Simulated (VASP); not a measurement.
Data:

```
CELL_PARAMETERS angstrom
      2.83142     0.00000     0.00000
     -0.94381     2.66949     0.00000
      0.00000     0.00000    24.10847
ATOMIC_POSITIONS crystal
  Nb 0.75000 0.25000 0.35616
  Nb 0.25000 0.75000 0.45205
  Nb 0.75000 0.25000 0.54795
  Nb 0.25000 0.75000 0.64384
```

The numbers are results of PBEsol GGA, VASP's PBE PAW potentials (set 64) (plane waves; VASP), not measurements. Numerical set-up: PREC = Normal, EDIFF = 1E-5, 400 eV cut-off, 10×10×1 Γ-centred mesh, first-order Methfessel-Paxton smearing of 0.10 eV, potentials Nb_sv.

The ions are relaxed. Give the cell that the relaxation ends in.

```
CELL_PARAMETERS angstrom
      2.83142     0.00000     0.00000
     -0.94381     2.66949     0.00000
      0.00000     0.00000    24.10847
ATOMIC_POSITIONS crystal
  Nb 0.75000 0.25000 0.36058
  Nb 0.25000 0.75000 0.45147
  Nb 0.75000 0.25000 0.54853
  Nb 0.25000 0.75000 0.63942
```

How much energy does the relaxation gain?

The energy (σ→0) changes by -12.5 meV/atom, in 8 ionic steps.

```tsv
step	E(σ→0) (eV)	max force (eV/Å)	pressure (GPa)	volume (Å³)
1	-41.5638	0.430	-3.49	182.22
2	-41.5891	0.297	-3.11	182.22
3	-41.6025	0.232	-2.46	182.22
4	-41.6039	0.143	-2.64	182.22
5	-41.6039	0.130	-2.60	182.22
6	-41.6069	0.102	-2.44	182.22
7	-41.6108	0.064	-2.15	182.22
8	-41.6136	0.012	-1.55	182.22
```

The cell is a thin slab with vacuum, built from Nb (bcc): (110) face.
